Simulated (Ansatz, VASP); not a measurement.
## Cross-check of Na2H14C6S2Cl2O9 (Na2H14C6S2Cl2O9 (C2/c)) between VASP and Ansatz

Wanted: the spread between two codes on one cell, functional and k mesh. Of the first pair: The structure shown is the start of the Ansatz relaxation below; VASP solves that cell, so the two are compared at the walk's first step.

Main program and level: Ansatz 0.2.0; plane waves, with VASP 6.6.1 beside it; single point at RPBE with D3(BJ).

## (1) Set-up

The cell holds 140 atoms: 8 Na, 56 H, 24 C, 8 S, 8 Cl and 36 O. Cell: a = 28.523 Å, b = 5.276 Å, c = 10.722 Å, α = 90.0°, β = 101.7°, γ = 90.0°. It derives from Na2H14C6S2Cl2O9 (C2/c), repeated 1×1×1. As first built, before any earlier steps moved the atoms (in the runner's words): Na2H14C6S2Cl2O9, space group C2/c, measured structure (Crystallography Open Database), 1 x 1 x 1 conventional cells; every coordinate displaced by a Gaussian of 0.01 A; bonds to H set to neutron lengths (C-H 1.089, N-H 1.015, O-H 0.983, B-H 1.19 A) where the measured ones are shorter.

## (2) Ansatz: relaxation, RPBE with D3(BJ)

Ansatz runs on its default PAW (the set named soft_2) files.

The two programs are compared at the cell with which this relaxation starts, whose forces are those of its first step.

The input, input.yaml:

```yaml
crystal:
  lattice:
    - [28.523, 0.0, 0.0]
    - [0.0, 5.2756, 0.0]
    - [-2.16879, 0.0, 10.50036]
  atoms:
    - { symbol: Na, position: [0.04353, 0.61573, 0.63172] }
    - { symbol: Na, position: [0.95771, 0.61261, 0.86852] }
    - { symbol: Na, position: [0.54337, 0.12013, 0.63159] }
    - { symbol: Na, position: [0.45668, 0.11519, 0.86858] }
    - { symbol: Na, position: [0.95758, 0.38653, 0.36831] }
    - { symbol: Na, position: [0.04341, 0.3858, 0.13171] }
    - { symbol: Na, position: [0.45716, 0.88326, 0.36929] }
    - { symbol: Na, position: [0.54359, 0.88466, 0.1328] }
    - { symbol: H, position: [0.15646, 0.19088, 0.45581] }
    - { symbol: H, position: [0.84318, 0.193, 0.04502] }
    - { symbol: H, position: [0.657, 0.693, 0.45316] }
    - { symbol: H, position: [0.34309, 0.69174, 0.04616] }
    - { symbol: H, position: [0.84374, 0.80662, 0.54705] }
    - { symbol: H, position: [0.15636, 0.8111, 0.95503] }
    - { symbol: H, position: [0.34349, 0.31102, 0.54475] }
    - { symbol: H, position: [0.65666, 0.30756, 0.95491] }
    - { symbol: H, position: [0.1259, 0.4731, 0.47804] }
    - { symbol: H, position: [0.87447, 0.47577, 0.01981] }
    - { symbol: H, position: [0.62548, 0.96887, 0.47848] }
    - { symbol: H, position: [0.37446, 0.97147, 0.02184] }
    - { symbol: H, position: [0.87375, 0.52758, 0.52093] }
    - { symbol: H, position: [0.12541, 0.52714, 0.9782] }
    - { symbol: H, position: [0.37415, 0.02929, 0.52177] }
    - { symbol: H, position: [0.62583, 0.03037, 0.97802] }
    - { symbol: H, position: [0.15275, 0.04022, 0.66724] }
    - { symbol: H, position: [0.84752, 0.04144, 0.83198] }
    - { symbol: H, position: [0.65179, 0.53628, 0.66941] }
    - { symbol: H, position: [0.34766, 0.53988, 0.83002] }
    - { symbol: H, position: [0.84756, 0.96395, 0.33066] }
    - { symbol: H, position: [0.1521, 0.95873, 0.17061] }
[... 104 atom lines left out ...]
    - { symbol: O, position: [0.38959, 0.16643, 0.28698] }
    - { symbol: O, position: [0.6109, 0.16705, 0.21064] }
    - { symbol: O, position: [2.0e-05, 0.35525, 0.74842] }
    - { symbol: O, position: [0.50046, 0.85629, 0.74968] }
    - { symbol: O, position: [0.99974, 0.64718, 0.2502] }
    - { symbol: O, position: [0.50059, 0.14657, 0.251] }
kpoints:
  mp_grid: { grid: [1, 2, 1] }
hamiltonian:
  xc: rpbe
  dispersion: d3bj
scf:
  occupations: { method: gaussian, width: 0.05 }
output:
  forces: true
relax:
  f_tol: 0.05
  max_steps: 150
  cell: {}
```

On the command line:

```
$ ansatz run input.yaml --threads 8 --pin off --max-ram 15872MiB --backend cpu --events-out ev --progress --plain --runs-dir out
```

Numbers of over 12 decimals in the logs are rounded to 6 here.

The program printed:

```text
Engine: ansatz 0.2.0, aarch64-unknown-linux-gnu
Pseudopotentials: kind: paw
Pseudopotential: Na, paw, valence charge 9, recommended cutoff 420 eV (normal), Na.paw.azcp
Pseudopotential: H, paw, valence charge 1, recommended cutoff 420 eV (normal), H.paw.azcp
Pseudopotential: C, paw, valence charge 4, recommended cutoff 420 eV (normal), C.paw.azcp
Pseudopotential: S, paw, valence charge 6, recommended cutoff 420 eV (normal), S.paw.azcp
Pseudopotential: Cl, paw, valence charge 7, recommended cutoff 420 eV (normal), Cl.paw.azcp
Pseudopotential: O, paw, valence charge 6, recommended cutoff 420 eV (normal), O.paw.azcp
Functional definition: RPBE
  parameter kappa = 0.804
  parameter beta = 0.066725
  exchange = rpbe_x(kappa = kappa, mu = beta*pi^2/3)
  correlation = pbe_c(beta = beta)
Crystal: 140 atoms, lattice volume = 1580.052 Å³
Basis set: ecut = 420 eV, 30791 PW (Γ), exchange–correlation on 384×72×144 points (8 copies of the dense FFT grid, shifted against one another)
Bands: 412, of which v1, the nominal top of the filled ones, is band 272 counted from 1 (271 counted from 0)
Symmetry: 1 space group operations
Space group: P1 (ITA 1), of the structure as read, at distance tolerance 1.2e-4 Å
k-points: 2
Non-local potential: Na, projectors of the file, l = 0: 3, l = 1: 2, l = 2: 1
Non-local potential: H, projectors of the file, l = 0: 2, l = 1: 1
Non-local potential: C, projectors of the file, l = 0: 2, l = 1: 2, l = 2: 1
Non-local potential: S, projectors of the file, l = 0: 2, l = 1: 2, l = 2: 2
Non-local potential: Cl, projectors of the file, l = 0: 2, l = 1: 2, l = 2: 2
Non-local potential: O, projectors of the file, l = 0: 2, l = 1: 2, l = 2: 1
PAW form: soft (Blöchl's): semilocal exchange-correlation on the pseudo side does not see the compensation charge
PAW frozen core: Na, regenerated for the run's functional, and the local potential with it (the file was generated under x = pbe(κ = 0.804, μ = 0.219515), c = pbe(β = 0.066725))
PAW frozen core: C, regenerated for the run's functional, and the local potential with it (the file was generated under x = pbe(κ = 0.804, μ = 0.219515), c = pbe(β = 0.066725))
PAW frozen core: S, regenerated for the run's functional, and the local potential with it (the file was generated under x = pbe(κ = 0.804, μ = 0.219515), c = pbe(β = 0.066725))
PAW frozen core: Cl, regenerated for the run's functional, and the local potential with it (the file was generated under x = pbe(κ = 0.804, μ = 0.219515), c = pbe(β = 0.066725))
PAW frozen core: O, regenerated for the run's functional, and the local potential with it (the file was generated under x = pbe(κ = 0.804, μ = 0.219515), c = pbe(β = 0.066725))
PAW one-centre angular grid: Na, 110 points (default); XC on 64 Gauss nodes
PAW one-centre angular grid: H, 110 points (default); XC on 64 Gauss nodes
PAW one-centre angular grid: C, 110 points (default); XC on 64 Gauss nodes
PAW one-centre angular grid: S, 110 points (default); XC on 64 Gauss nodes
PAW one-centre angular grid: Cl, 110 points (default); XC on 64 Gauss nodes
PAW one-centre angular grid: O, 110 points (default); XC on 64 Gauss nodes
Initial density: superposition of atomic densities (neutral atoms: chi_scale 0, normalization atom), corrected by the library's trained network
Initial wavefunctions: pseudopotential atomic-orbital guess
Functional: x = rpbe, c = pbe(β = 0.066725)
SCF iter   1: F=—  HF=-55313.837513 eV  |F-HF|=—  |Δ(HF+E_count)|=         —  Δρ=5.86e-3  dr2=6.57e-1  ethr=1.77e-3  ⟨swp⟩=5.0  Hψ=3590  notcnv=0  defer=234
preconditioner: auto → Resta (q_TF=auto, 2.284 Å⁻¹)  ε∞=2.5  [insulator: Δε(μ)=5.211 eV  Ē_g=17.666 eV  σ=0.050 eV  W_gap=1.00  n_scr=302 (ndim 8)  ℏωp=21.5 eV  f_vac=0.181  D(μ)=0.00/eV (n_scr^D=0)  ε∞_Penn≈2.5]
SCF iter   2: F=—  HF=-55313.646399 eV  |F-HF|=—  |Δ(HF+E_count)|=   1.91e-1  Δρ=2.72e-3  dr2=9.29e-2  ethr=1.21e-4  ⟨swp⟩=2.0  Hψ=1166  notcnv=0  defer=267
SCF iter   3: F=—  HF=-55313.670845 eV  |F-HF|=—  |Δ(HF+E_count)|=   2.44e-2  Δρ=1.14e-3  dr2=2.13e-2  ethr=1.71e-5  ⟨swp⟩=2.0  Hψ=1088  notcnv=0  defer=267
SCF iter   4: F=—  HF=-55313.673456 eV  |F-HF|=—  |Δ(HF+E_count)|=   2.61e-3  Δρ=4.04e-4  dr2=1.90e-3  ethr=3.91e-6  ⟨swp⟩=2.0  Hψ=1090  notcnv=0  defer=267
SCF iter   5: F=—  HF=-55313.673885 eV  |F-HF|=—  |Δ(HF+E_count)|=   4.29e-4  Δρ=1.30e-4  dr2=2.33e-4  ethr=3.50e-7  ⟨swp⟩=2.0  Hψ=1084  notcnv=0  defer=267
SCF iter   6: F=—  HF=-55313.673951 eV  |F-HF|=—  |Δ(HF+E_count)|=   6.54e-5  Δρ=5.82e-5  dr2=4.15e-5  ethr=4.29e-8  ⟨swp⟩=3.0  Hψ=1080  notcnv=0  defer=267
SCF iter   7: F=—  HF=-55313.674184 eV  |F-HF|=—  |Δ(HF+E_count)|=   2.34e-4  Δρ=2.22e-5  dr2=6.27e-6  ethr=7.63e-9  ⟨swp⟩=2.5  Hψ=1230  notcnv=0  defer=267
[...]
- { symbol: H, position: [0.814219, 0.580166, 0.828383] }
    - { symbol: H, position: [0.682143, 0.090708, 0.661808] }
    - { symbol: H, position: [0.311603, 0.094007, 0.821412] }
    - { symbol: H, position: [0.814100, 0.424713, 0.329618] }
    - { symbol: H, position: [0.185149, 0.388582, 0.167285] }
    - { symbol: H, position: [0.319735, 0.900998, 0.336652] }
    - { symbol: H, position: [0.690295, 0.918886, 0.177123] }
    - { symbol: H, position: [0.218518, 0.341248, 0.624668] }
    - { symbol: H, position: [0.781329, 0.306935, 0.867875] }
    - { symbol: H, position: [0.717389, 0.830333, 0.618707] }
    - { symbol: H, position: [0.280390, 0.812964, 0.858844] }
    - { symbol: H, position: [0.781142, 0.698753, 0.368210] }
    - { symbol: H, position: [0.218659, 0.656443, 0.124950] }
    - { symbol: H, position: [0.283348, 0.158472, 0.377752] }
    - { symbol: H, position: [0.720184, 0.203378, 0.138380] }
    - { symbol: H, position: [0.095644, 0.184588, 0.745768] }
    - { symbol: H, position: [0.908256, 0.173718, 0.767539] }
    - { symbol: H, position: [0.593964, 0.654823, 0.732587] }
    - { symbol: H, position: [0.406763, 0.707037, 0.751267] }
    - { symbol: H, position: [0.908147, 0.827198, 0.267460] }
    - { symbol: H, position: [0.095814, 0.811607, 0.246249] }
    - { symbol: H, position: [0.406295, 0.346235, 0.263951] }
    - { symbol: H, position: [0.593483, 0.294067, 0.245310] }
    - { symbol: H, position: [0.013952, 0.184197, 0.767674] }
    - { symbol: H, position: [0.972370, 0.298574, 0.665560] }
    - { symbol: H, position: [0.528890, 0.796120, 0.843259] }
    - { symbol: H, position: [0.486877, 0.685518, 0.741817] }
    - { symbol: H, position: [0.973005, 0.702214, 0.165962] }
    - { symbol: H, position: [0.014329, 0.814078, 0.268740] }
    - { symbol: H, position: [0.471267, 0.204807, 0.153037] }
    - { symbol: H, position: [0.513279, 0.316129, 0.254063] }
    - { symbol: C, position: [0.127265, 0.275052, 0.496476] }
    - { symbol: C, position: [0.871352, 0.262679, 1.008845] }
    - { symbol: C, position: [0.626521, 0.757823, 0.487081] }
    - { symbol: C, position: [0.370610, 0.777438, 0.996877] }
    - { symbol: C, position: [0.871068, 0.740539, 0.508403] }
    - { symbol: C, position: [0.127151, 0.722374, -0.00372872] }
    - { symbol: C, position: [0.373860, 0.241287, 0.509164] }
    - { symbol: C, position: [0.629810, 0.226262, -0.000543712] }
    - { symbol: C, position: [0.145679, 0.246133, 0.643965] }
    - { symbol: C, position: [0.856269, 0.227176, 0.861393] }
    - { symbol: C, position: [0.644523, 0.725493, 0.634541] }
    - { symbol: C, position: [0.355378, 0.746716, 0.849142] }
    - { symbol: C, position: [0.855979, 0.776131, 0.360726] }
    - { symbol: C, position: [0.145606, 0.750517, 0.143596] }
    - { symbol: C, position: [0.355752, 0.270785, 0.361532] }
    - { symbol: C, position: [0.644800, 0.259878, 0.147015] }
    - { symbol: C, position: [0.191795, 0.401174, 0.680603] }
    - { symbol: C, position: [0.809044, 0.372000, 0.816335] }
    - { symbol: C, position: [0.690066, 0.884413, 0.673855] }
    - { symbol: C, position: [0.307404, 0.885867, 0.806908] }
    - { symbol: C, position: [0.808785, 0.633011, 0.316564] }
    - { symbol: C, position: [0.191956, 0.595192, 0.180679] }
    - { symbol: C, position: [0.310906, 0.106052, 0.323107] }
    - { symbol: C, position: [0.693412, 0.127765, 0.190434] }
    - { symbol: S, position: [0.072506, 0.099143, 0.446319] }
    - { symbol: S, position: [0.927769, 0.110651, 0.075194] }
    - { symbol: S, position: [0.571135, 0.587542, 0.435433] }
    - { symbol: S, position: [0.426695, 0.622108, 0.062715] }
    - { symbol: S, position: [0.927408, 0.890733, 0.574179] }
    - { symbol: S, position: [0.072160, 0.898864, 0.945472] }
    - { symbol: S, position: [0.429099, 0.413013, 0.560415] }
    - { symbol: S, position: [0.573581, 0.379771, 0.933171] }
    - { symbol: Cl, position: [0.219054, 0.354455, 0.850081] }
    - { symbol: Cl, position: [0.785647, 0.319560, 0.645568] }
    - { symbol: Cl, position: [0.716660, 0.834408, 0.843561] }
    - { symbol: Cl, position: [0.283462, 0.839233, 0.635997] }
    - { symbol: Cl, position: [0.785099, 0.685752, 0.145433] }
    - { symbol: Cl, position: [0.218961, 0.639620, 0.349980] }
    - { symbol: Cl, position: [0.284099, 0.149303, 0.153077] }
    - { symbol: Cl, position: [0.716731, 0.180273, 0.361192] }
    - { symbol: O, position: [0.081711, 0.843309, 0.507981] }
    - { symbol: O, position: [0.924680, 0.842112, 0.026002] }
    - { symbol: O, position: [0.578893, 0.330993, 0.496565] }
    - { symbol: O, position: [0.422596, 0.352742, 0.014146] }
    - { symbol: O, position: [0.924097, 0.160029, 0.524716] }
    - { symbol: O, position: [0.081037, 0.154495, 1.005960] }
    - { symbol: O, position: [0.421172, 0.669013, 0.498763] }
    - { symbol: O, position: [0.577515, 0.649501, 0.981256] }
    - { symbol: O, position: [0.064318, 0.078517, 0.301203] }
    - { symbol: O, position: [0.931234, 0.114990, 0.218370] }
    - { symbol: O, position: [0.563867, 0.567361, 0.289978] }
    - { symbol: O, position: [0.430949, 0.628995, 0.205794] }
    - { symbol: O, position: [0.931019, 0.884578, 0.717395] }
    - { symbol: O, position: [0.063959, 0.919650, 0.800222] }
    - { symbol: O, position: [0.436361, 0.434161, 0.705846] }
    - { symbol: O, position: [0.569354, 0.371974, 0.790124] }
    - { symbol: O, position: [0.033936, 0.247941, 0.487765] }
    - { symbol: O, position: [0.966128, 0.262041, 0.034682] }
    - { symbol: O, position: [0.532669, 0.741850, 0.473585] }
    - { symbol: O, position: [0.465014, 0.768771, 0.018952] }
    - { symbol: O, position: [0.965784, 0.739092, 0.533412] }
    - { symbol: O, position: [0.033746, 0.750340, 0.987381] }
    - { symbol: O, position: [0.467692, 0.259098, 0.522614] }
    - { symbol: O, position: [0.535382, 0.232747, 0.977238] }
[...]
- { symbol: O, position: [0.891094, 0.676679, 0.294285] }
    - { symbol: O, position: [0.111678, 0.659753, 0.216920] }
    - { symbol: O, position: [0.390765, 0.189882, 0.289927] }
    - { symbol: O, position: [0.610840, 0.149089, 0.214419] }
    - { symbol: O, position: [-0.00337582, 0.345608, 0.742002] }
    - { symbol: O, position: [0.504165, 0.846052, 0.767956] }
    - { symbol: O, position: [0.997167, 0.653363, 0.242810] }
    - { symbol: O, position: [0.496099, 0.155245, 0.228074] }
```

## (3) VASP: single point, RPBE with D3(BJ), start cell, pair 1

The same cell, functional, mesh and smearing now go to VASP, with its own data sets.

Lines of VASP's logs that name or quote its potential files are left out, and so is its time.

The input, INCAR:

```
SYSTEM = Na2H14C6S2Cl2O9
PREC = Accurate
ENCUT = 520
EDIFF = 1E-06
NELM = 120
ISMEAR = 0
SIGMA = 0.05
LREAL = Auto
ALGO = Normal
GGA = RP
IVDW = 12
NBANDS = 362
LORBIT = 11
LWAVE = .FALSE.
LCHARG = .FALSE.
ISIF = 2
LASPH = .TRUE.
GGA_COMPAT = .FALSE.
EFERMI = MIDGAP
```

The input, POSCAR:

```
Na2H14C6S2Cl2O9
1.0
   28.5230000000      0.0000000000      0.0000000000
    0.0000000000      5.2756000000      0.0000000000
   -2.1687900000      0.0000000000     10.5003600000
Na H C S Cl O
8 56 24 8 8 36
Direct
    0.0435287528      0.6157214345      0.6317211981
    0.9577093271      0.6126127834      0.8685226030
    0.5433713654      0.1201379938      0.6315878694
    0.4566794188      0.1151906892      0.8685797439
    0.9575812365      0.3865342331      0.3683111817
    0.0434088571      0.3857949807      0.1317097700
    0.4571614842      0.8832549852      0.3692921005
    0.5435895746      0.8846576693      0.1327954470
    0.1564618923      0.1908787626      0.4558129436
    0.8431803637      0.1930017439      0.0450175042
    0.6569996132      0.6930017439      0.4531558918
    0.3430884565      0.6917317462      0.0461603221
    0.8437412628      0.8066191523      0.5470479107
    0.1563604116      0.8110925771      0.9550339226
    0.3434896161      0.3110167564      0.5447527513
    0.6566595209      0.3075669118      0.9549101174
    0.1259008521      0.4731025855      0.4780407529
    0.8744683667      0.4757752673      0.0198088446
    0.6254783897      0.9688755781      0.4784788331
    0.3744613336      0.9714724392      0.0218373465
    0.8737509231      0.5275798013      0.5209345203
    0.1254117821      0.5271438320      0.9782045568
    0.3741512172      0.0292857684      0.5217725868
    0.6258292545      0.0303662143      0.9780236106
    0.1527508207      0.0402229130      0.6672437897
    0.8475192676      0.0414360452      0.8319809987
    0.6517897912      0.5362802335      0.6694056204
    0.3476610895      0.5398817196      0.8300191612
    0.8475588814      0.9639472288      0.3306553299
    0.1520991550      0.9587345515      0.1706131980
[... 104 atom lines left out ...]
    0.3895908823      0.1664265676      0.2869806369
    0.6109011951      0.1670520889      0.2106403971
    0.0000199860      0.3552581697      0.7484219589
    0.5004591539      0.8562817499      0.7496790586
    0.9997417280      0.6471870498      0.2502009455
    0.5005913922      0.1465615285      0.2510009181
```

The input, KPOINTS:

```
Automatic mesh
0
Gamma
1 2 1
0 0 0
```

PAW data sets: Na_pv, H, C, S, Cl and O (PBE family, release 64).

On the command line:

```
$ export OMP_NUM_THREADS=3
$ mpirun -np 1 vasp_std
```

The program printed:

```text
[banner, memory and clock lines left out]
running    1 mpi-ranks, on    1 nodes
[...]
Offloading initialized ...    1 GPUs detected
[...]
|                                                                             |
|               ----> ADVICE to this user running VASP <----                  |
|                                                                             |
|     You enforced a specific xc type in the INCAR file but a different       |
|     [... a line on the potential file left out ...]
|     I HOPE YOU KNOW WHAT YOU ARE DOING!                                     |
|                                                                             |

 LDA part: xc-table for (Slater+PW92), standard interpolation
 POSCAR, INCAR and KPOINTS ok, starting setup
[...]
entering main loop
       N       E                     dE             d eps       ncg     rms          rms(c)
DAV:   1     0.422115806708E+04    0.42212E+04   -0.25542E+05  1472   0.138E+03
DAV:   2    -0.238639064102E+03   -0.44598E+04   -0.42177E+04  1720   0.341E+02
DAV:   3    -0.779827554964E+03   -0.54119E+03   -0.53323E+03  1788   0.140E+02
DAV:   4    -0.803534254154E+03   -0.23707E+02   -0.23499E+02  1816   0.315E+01
[...]
DAV:  20    -0.729736463514E+03    0.27214E-06   -0.23022E-05  1568   0.110E-02    0.232E-02
DAV:  21    -0.729736462494E+03    0.10198E-05   -0.93974E-06  1744   0.566E-03    0.147E-02
DAV:  22    -0.729736462150E+03    0.34414E-06   -0.48765E-07   912   0.178E-03
   1 F= -.76418727E+03 E0= -.76418727E+03  d E =0.000000E+00
```

Parts of OUTCAR (step 3):

```text
  FREE ENERGIE OF THE ION-ELECTRON SYSTEM (eV)
  ---------------------------------------------------
  free  energy   TOTEN  =      -764.1872713253 eV

  energy  without entropy=     -764.1872713253  energy(sigma->0) =     -764.18727133
```

The run ends at a pressure of 1.15 GPa, with forces up to 2.9 eV/Å.

## (4) Differences

Known differences besides the potentials themselves: the data sets hold 544 valence electrons in Ansatz (on its default PAW (the set named soft_2) files) and 528 in VASP; the cutoff is 420 eV in Ansatz and 520 eV in VASP (PREC = Accurate, projectors in real space); Ansatz makes its cores anew for this functional, VASP keeps those of its PBE data sets. Total energies have different zeros and are not compared.

Forces on 8 of the 140 atoms, those with the largest forces and the largest differences (eV/Å; atoms numbered as in POSCAR):

| atom | Ansatz x, y, z | VASP x, y, z |
| --- | --- | --- |
| S89 | 1.901, -1.201, -1.175 | 1.567, -1.186, -1.164 |
| S90 | 1.105, 1.481, -1.418 | 1.251, 1.306, -1.270 |
| S91 | 1.228, 2.528, -0.715 | 0.999, 2.292, -0.680 |
| O107 | -0.091, -3.192, 1.359 | -0.087, -2.699, 1.137 |
| O114 | -0.565, -0.233, 2.276 | -0.519, -0.225, 1.865 |
| O117 | -0.435, 0.122, 2.532 | -0.380, 0.113, 2.108 |
| O121 | -2.462, 1.779, 0.904 | -2.040, 1.466, 0.775 |
| O127 | 1.661, -1.306, -0.701 | 1.302, -1.056, -0.598 |

The forces differ by 107 meV/Å r.m.s., which is 19.4 % of the r.m.s. force of 0.553 eV/Å (both taken over all components).

(Continued in part 2 of 2.)

[Lines on the potential files, build, host, timing and source positions are cut from VASP's logs without a mark.]

[Logs are printed without paths, hosts, clocks, repeated set-up lines and the standing remarks that a program may print on its own settings, such as how far it seeks lower states.]

[Hosts, paths, dates, database ids (printed as entryN), source tags and the programs' standing remarks are cut or masked in the printed files.]
